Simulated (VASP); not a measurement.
An input for Quantum ESPRESSO's pw.x (written as the equivalent of a VASP run, and not itself run):

```
&CONTROL
  calculation = 'scf'
  pseudo_dir = './pseudo'
  outdir = './out'
  tprnfor = .true.
  tstress = .true.
/
&SYSTEM
  ibrav = 0
  nat = 2
  ntyp = 2
  ecutwfc = 92
  occupations = 'smearing'
  smearing = 'gaussian'
  degauss = 0.0147
  input_dft = 'pz'
/
&ELECTRONS
  conv_thr = 7.3e-08
  electron_maxstep = 100
/
ATOMIC_SPECIES
  Cu 63.546 Cu.upf
  Au 196.967 Au.upf
CELL_PARAMETERS angstrom
     2.8000000    0.0000000    0.0000000
     0.0000000    2.8000000    0.0000000
     0.0000000    0.0000000    3.6700000
ATOMIC_POSITIONS crystal
  Cu   0.0006580  0.0164400  0.0115970
  Au   0.4993420  0.4835600  0.4884030
K_POINTS automatic
  4 4 3 0 0 0
```

### Question
Write the VASP files for the same calculation (LDA).

### Answer
One answer among several that fit: 
### INCAR
```
# general
SYSTEM   =  CuAu
PREC     =  Accurate
ENCUT    =  300   # plane-wave cut-off (eV)
LREAL    =  .FALSE.   # projection in real space or not
LASPH    =  .TRUE.   # aspherical one-centre terms

# electronic loop
EDIFF    =  1E-6
NELM     =  100   # most electronic steps
ALGO     =  Normal
LMAXMIX  =  6

# smearing
ISMEAR   =  0   # Gaussian
SIGMA    =  0.2   # width (eV)

# ions
ISIF     =  2

# output
LWAVE    =  .FALSE.
LCHARG   =  .FALSE.
```

File POSCAR:
```
CuAu
2.80
  1.0000000000   0.0000000000   0.0000000000
  0.0000000000   1.0000000000   0.0000000000
  0.0000000000   0.0000000000   1.3107142857
Cu Au
1 1
Cartesian
  0.0006580000   0.0164400000   0.0152003536
  0.4993420000   0.4835600000   0.6401567893
```

File KPOINTS:
```
kpoints
0
Gamma
  4 4 3
```

POTCAR, in this order: Cu Au (LDA.64 set). Program: vasp_std.

Limits of the translation: the potentials are each code's own (VASP's PAW set, PseudoDojo norm-conserving files in pw.x), so ENCUT and ecutwfc are chosen apart and not converted; conv_thr bounds pw.x's estimated SCF error, while EDIFF bounds the energy change between steps.

The structure is a typed CuAu crystal. The cell was not relaxed at this level, atoms are displaced from their ideal sites. The k-mesh is coarse (spacing up to 0.57 per Å, 2π included), so the numbers may not be converged in it. The run is one of a series of settings (KPOINTS 4×4×3 Γ-centred mesh against the base run), some of them coarse on purpose.
